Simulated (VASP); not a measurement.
The input files of a VASP run:

### POSCAR
```
TiTe2
3.7829690
  0.9999999469   0.0000000045   0.0000000000
 -0.5000000978   0.8660253615   0.0000000000
  0.0000000000   0.0000000000   1.7563672508
Ti Te
1 2
Direct
  1.0000000000   0.0000000000   0.0000000000
  0.3333330000   0.6666670000   0.2583476929
  0.6666670000   0.3333330000   0.7416523071
```

### KPOINTS
```
K-points
0
G
  6 6 4
0 0 0
```

INCAR:
```
SYSTEM=TiTe2
PREC=Accurate; ENCUT=400; LREAL=F
LASPH=T
EDIFF=1E-6; NELM=100; ALGO=Normal
LMAXMIX=4
ISMEAR=0; SIGMA=0.05
GGA=PE
LWAVE=T; LCHARG=F
```

POTCAR, in this order: Ti_sv Te (PBE.64 set). Program: vasp_std.

Task: Write an equivalent input for Quantum ESPRESSO's pw.x.

Result: One equivalent input (not run):
```
&CONTROL
  calculation = 'scf'
  pseudo_dir = './pseudo'
  outdir = './out'
  tprnfor = .true.
  tstress = .true.
/
&SYSTEM
  ibrav = 0
  nat = 3
  ntyp = 2
  ecutwfc = 84
  occupations = 'smearing'
  smearing = 'gaussian'
  degauss = 0.003675
  input_dft = 'pbe'
/
&ELECTRONS
  conv_thr = 7.3e-08
  electron_maxstep = 100
/
ATOMIC_SPECIES
  Ti 47.867 Ti.upf
  Te 127.600 Te.upf
CELL_PARAMETERS angstrom
     3.7829688    0.0000000    0.0000000
    -1.8914849    3.2761471    0.0000000
     0.0000000    0.0000000    6.6442829
ATOMIC_POSITIONS crystal
  Ti   1.0000000  0.0000000  0.0000000
  Te   0.3333330  0.6666670  0.2583477
  Te   0.6666670  0.3333330  0.7416523
K_POINTS automatic
  6 6 4 0 0 0
```
What does not carry over: the potentials are each code's own (VASP's PAW set, PseudoDojo norm-conserving files in pw.x), so ENCUT and ecutwfc are chosen apart and not converted; conv_thr bounds pw.x's estimated SCF error, while EDIFF bounds the energy change between steps.

The structure was generated: TiTe2 was put into the CdI2 type (P-3m1), which need not be its known phase. It was relaxed first. The k-mesh is coarse (spacing up to 0.32 per Å, 2π included), so the numbers may not be converged in it.
